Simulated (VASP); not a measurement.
## Ru (space group P6_3/mmc): computed properties

The numbers are results of PBEsol GGA, VASP's PBE PAW potentials (set 64) (plane waves; VASP), not measurements.

| Property | Value |
|---|---|
| space group | P6_3/mmc (194) |
| cell | a = b = 2.690 Å, c = 4.242 Å, α = β = 90.00°, γ = 120.00° |
| volume per atom | 13.29 Å³/atom |
| band gap (over mesh and band path) | none (metal, semimetal or under 0.01 eV) |
| Hill bulk modulus | 352 GPa |
| Hill shear modulus | 204 GPa |
| Poisson's ratio | 0.258 |
| band gap with spin-orbit coupling | none (metallic) |
| density | 12.63 g/cm³ |
| optical Γ-point spectrum | 174 (×2), 272 cm⁻¹ |
| C11 | 597 GPa |
| C12 | 244 GPa |
| C13 | 192 GPa |
| C33 | 721 GPa |
| C44 | 210 GPa |
| C66 | 177 GPa |

```
Ru
1.0
    2.69008     0.00000     0.00000
   -1.34504     2.32968     0.00000
    0.00000     0.00000     4.24223
Ru
2
Direct
  0.33333   0.66667   0.25000
  0.66667   0.33333   0.75000
```

Finite-difference elastic constants of metals are sensitive to mesh and smearing; shear constants can be off by tens of GPa.

The structure comes from a measured Ru entry (P6_3/mmc) of the Crystallography Open Database, whose conditions weren't checked. It was relaxed first. Symmetry was kept, so distortions that lower it aren't found.
